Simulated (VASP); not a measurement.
Here is the system:

```
CELL_PARAMETERS angstrom
      0.00000     2.15319     2.15319
      2.15319     0.00000     2.15319
      2.15319     2.15319     0.00000
ATOMIC_POSITIONS crystal
  Ti 0.00000 0.00000 0.00000
  C  0.50000 0.50000 0.50000
```

All values below come from LDA (Ceperley-Alder, Perdew-Zunger), VASP's LDA PAW potentials (set 64) (plane waves; VASP). Settings: 520 eV cut-off, 15×15×15 Γ-centred mesh, first-order Methfessel-Paxton smearing of 0.10 eV, potentials Ti_sv C.

Question: The job: TiC (rock salt), 2 atoms, LDA, static run, 520 eV, 15×15×15 Γ-centred mesh. Roughly how much core time does it take on a busy server core?

Answer: About 60 core-seconds (one run on a shared machine, a rough figure). It had 120 irreducible k-points, 12 bands, up to 548 plane waves and 16 electronic steps.

The compound is TiC in the rock salt structure. This cell is one point of a volume scan, at 1.03 of the reference volume.
